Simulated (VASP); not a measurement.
Data:

```
CELL_PARAMETERS angstrom
      2.03902     1.17723     7.23605
     -2.03902     1.17723     7.23605
      0.00000    -2.35445     7.23605
ATOMIC_POSITIONS crystal
  Tl 0.50000 0.50000 0.50000
  Bi 0.00000 0.00000 0.00000
  S  0.26101 0.26101 0.26101
  S  0.73899 0.73899 0.73899
```

Computed with PBEsol GGA, VASP's PBE PAW potentials (set 64) (plane waves; VASP). Settings: 400 eV cut-off, 6×6×6 Γ-centred mesh, Gaussian smearing of 0.050 eV, potentials Tl_d Bi_d S.

Unless said otherwise, spin-orbit coupling is left out, though it shifts the bands of the heavy elements here.

Estimate the energy per atom (σ→0), band gap (on the k-mesh) with the smallest direct gap where there is one.

```yaml
band gap (on the k-mesh): 0.16 eV
smallest direct gap (on the k-mesh): 0.16 eV
energy per atom (σ→0): -4345 meV/atom
```

Only differences to runs with the same potentials and settings are physical.

The structure comes from a computed database's TlBiS2 entry (R-3m); how it stands against other phases isn't given here. It was relaxed first. The start is the result of an earlier pass.
